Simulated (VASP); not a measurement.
An input for Quantum ESPRESSO's pw.x (written as the equivalent of a VASP run, and not itself run):

```
&CONTROL
  calculation = 'scf'
  pseudo_dir = './pseudo'
  outdir = './out'
  tprnfor = .true.
  tstress = .true.
/
&SYSTEM
  ibrav = 0
  nat = 2
  ntyp = 2
  ecutwfc = 84
  occupations = 'smearing'
  smearing = 'gaussian'
  degauss = 0.003675
  input_dft = 'pbe'
/
&ELECTRONS
  conv_thr = 7.3e-08
  electron_maxstep = 100
/
ATOMIC_SPECIES
  In 114.818 In.upf
  As 74.922 As.upf
CELL_PARAMETERS angstrom
     0.0000000    3.0945267    3.0945267
     3.0945267    0.0000000    3.0945267
     3.0945267    3.0945267    0.0000000
ATOMIC_POSITIONS crystal
  In   0.0000000  0.0000000  0.0000000
  As   0.2500000  0.2500000  0.2500000
K_POINTS automatic
  7 7 7 0 0 0
```

Translate this input to VASP (INCAR, KPOINTS, POSCAR, choice of POTCAR).

One answer among several that fit: 
**INCAR**
```
PREC = Accurate
ALGO = Normal
LCHARG = .True.
GGA = PE   ! PBE
EDIFF = 1E-6
ISMEAR = 0
NELM = 100   ! most electronic steps
ENCUT = 520   ! plane-wave cut-off (eV)
LREAL = .False.   ! projection in real space or not
SYSTEM = InAs
SIGMA = 0.05   ! width (eV)
LASPH = .True.   ! aspherical one-centre terms
LMAXMIX = 4
LWAVE = .False.
```

### KPOINTS
```
Automatic mesh
0
Gamma
7 7 7
0 0 0
```

**POSCAR**
```
InAs
1.0
  0.0000000000   3.0945267078   3.0945267078
  3.0945267078   0.0000000000   3.0945267078
  3.0945267078   3.0945267078   0.0000000000
In As
1 1
direct
  0.0000000000   0.0000000000   0.0000000000
  0.2500000000   0.2500000000   0.2500000000
```

POTCAR, in this order: In_d As (PBE.64 set). Program: vasp_std.

Limits of the translation: the potentials are each code's own (VASP's PAW set, PseudoDojo norm-conserving files in pw.x), so ENCUT and ecutwfc are chosen apart and not converted; conv_thr bounds pw.x's estimated SCF error, while EDIFF bounds the energy change between steps.

The compound is InAs in the zinc blende structure. It was relaxed first, which changed the volume by +7 %.
